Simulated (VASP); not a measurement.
Here is the system:

```yaml
crystal:
  lattice:
    - [3.96547, 0.00000, 0.00000]
    - [-1.98273, 3.43419, 0.00000]
    - [0.00000, 0.00000, 3.81927]
  atoms:
    - { symbol: Er, position: [0.00000, 0.00000, 0.50000] }
    - { symbol: Ni, position: [0.33333, 0.66667, 0.00000] }
    - { symbol: As, position: [0.66667, 0.33333, 0.00000] }
```

The numbers are results of PBEsol GGA, VASP's PBE PAW potentials (set 64) (plane waves; VASP), not measurements. Run with 400 eV cut-off, Gaussian smearing of 0.050 eV, potentials Er_3 Ni As.

The 4f electrons are frozen in the core of the lanthanide potential, so 4f levels, which can set the real gap, and their magnetism are missing.

Task: Give the energies of bands 5 to 15 at the high-symmetry points, in eV from the Fermi level.

Result: 
```csv
band,Γ,M,K,A,L,H
5,-3.93,-6.26,-5.16,-5.68,-5.04,-5.48
6,-3.93,-2.99,-5.02,-3.98,-4.32,-3.95
7,-2.87,-2.90,-3.18,-3.98,-3.32,-3.27
8,-1.72,-2.63,-2.27,-2.07,-1.96,-2.21
9,-1.72,-1.96,-2.17,-2.07,-1.81,-2.12
10,-1.01,-1.93,-1.68,-1.26,-1.77,-1.64
11,-0.01,-0.98,-1.45,1.67,-1.28,-1.31
12,-0.01,-0.23,0.50,1.67,-0.97,-0.91
13,0.39,0.54,1.38,2.04,-0.58,-0.17
14,1.83,3.81,2.71,2.04,3.61,3.84
15,3.86,4.23,2.83,2.51,4.69,4.41
```

It has no gap at this level: it comes out as a metal or semimetal.

The structure comes from a computed database's ErNiAs entry (P-6m2); how it stands against other phases isn't given here. It was relaxed first. The run is not spin-polarised, so no magnetic state was tried.
